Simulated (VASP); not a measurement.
```yaml
crystal:
  lattice:
    - [5.22635, 0.00000, 0.00000]
    - [-2.61318, 4.52616, 0.00000]
    - [0.00000, 0.00000, 4.13069]
  atoms:
    - { symbol: Ca, position: [0.00000, 0.00000, 0.00000] }
    - { symbol: Zn, position: [0.50000, 0.00000, 0.50000] }
    - { symbol: Zn, position: [0.50000, 0.50000, 0.50000] }
    - { symbol: Zn, position: [0.00000, 0.50000, 0.50000] }
    - { symbol: Zn, position: [0.33333, 0.66667, 0.00000] }
    - { symbol: Zn, position: [0.66667, 0.33333, 0.00000] }
```

Method: LDA (Ceperley-Alder, Perdew-Zunger), VASP's LDA PAW potentials (set 64) (plane waves; VASP). Numerical set-up: 300 eV cut-off, 5×5×6 Γ-centred mesh, Gaussian smearing of 0.10 eV, potentials Ca_sv Zn.

At this cut-off the stress carries a Pulay error, which pulls relaxed volumes low.

Give the stress tensor in GPa (positive for a compressed cell).

```
-1.20   0.00   0.00
 0.00  -1.20   0.00
 0.00   0.00  -1.46
```
The pressure is its mean diagonal, -1.29 GPa.

The structure comes from a computed database's CaZn5 entry (P6/mmm); how it stands against other phases isn't given here. The cell was not relaxed at this level.
